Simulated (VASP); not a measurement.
OSZICAR of a VASP run on FeAl (CsCl type):

OSZICAR:
```
       N       E                     dE             d eps       ncg     rms          rms(c)
DAV:   1     0.338049734044E+02    0.33805E+02   -0.42093E+03  1008   0.972E+02
DAV:   2    -0.708466326053E+01   -0.40890E+02   -0.39513E+02  1011   0.171E+02
DAV:   3    -0.813399372375E+01   -0.10493E+01   -0.10363E+01  1157   0.363E+01
DAV:   4    -0.815368321190E+01   -0.19689E-01   -0.19677E-01  1244   0.473E+00
DAV:   5    -0.815408723842E+01   -0.40403E-03   -0.40401E-03  1238   0.569E-01    0.117E+01
DAV:   6    -0.102182115567E+02   -0.20641E+01   -0.55012E+01  1167   0.116E+02    0.157E+01
DAV:   7    -0.716922222935E+01    0.30490E+01   -0.27520E+01  1085   0.738E+01    0.243E+00
DAV:   8    -0.733754165977E+01   -0.16832E+00   -0.48066E-01  1404   0.647E+00    0.198E+00
DAV:   9    -0.740852127543E+01   -0.70980E-01   -0.15731E-01  1393   0.485E+00    0.533E-01
DAV:  10    -0.742214471310E+01   -0.13623E-01   -0.26251E-02  1406   0.156E+00    0.230E-01
DAV:  11    -0.742490607588E+01   -0.27614E-02   -0.88197E-03  1259   0.115E+00    0.105E-01
DAV:  12    -0.742603062988E+01   -0.11246E-02   -0.12334E-03  1401   0.406E-01    0.810E-02
DAV:  13    -0.742614024022E+01   -0.10961E-03   -0.26072E-04  1322   0.182E-01    0.677E-02
DAV:  14    -0.742614243752E+01   -0.21973E-05   -0.30722E-03  1145   0.965E-01    0.158E-01
DAV:  15    -0.742615904588E+01   -0.16608E-04   -0.13069E-03  1148   0.642E-01    0.736E-03
DAV:  16    -0.742616193714E+01   -0.28913E-05   -0.13032E-05  1246   0.414E-02    0.345E-03
DAV:  17    -0.742616232053E+01   -0.38339E-06   -0.40565E-06   637   0.352E-02
   1 F= -.74261623E+01 E0= -.74262928E+01  d E =0.391424E-03
```

Problem. Which electronic solver shows in the log?

Solution. It is blocked Davidson (ALGO = Normal, or the opening steps of other solvers). The INCAR had ALGO = Normal.

Problem. How was spin treated?

Solution. Without spin polarisation: there is no mag entry.

Problem. Can the final energy be trusted as converged?

Solution. The calculation finished and met its thresholds. It stopped with EDIFF = 1E-6, NELM = 100 (PBE GGA + U (Dudarev), plane waves, VASP's PBE PAW potentials (set 64)).

The compound is FeAl in the CsCl type structure. The cell was not relaxed at this level. The run is one of a series of settings (LDAU = .TRUE., LDAUJ = 0 0, LDAUL = -1 2, LDAUTYPE = 2, LDAUU = 0 5.0, LMAXMIX = 2 against the base run), some of them coarse on purpose. The run is not spin-polarised, so no magnetic state was tried. The electron count is odd and the run is not spin-polarised, which forces a metal.
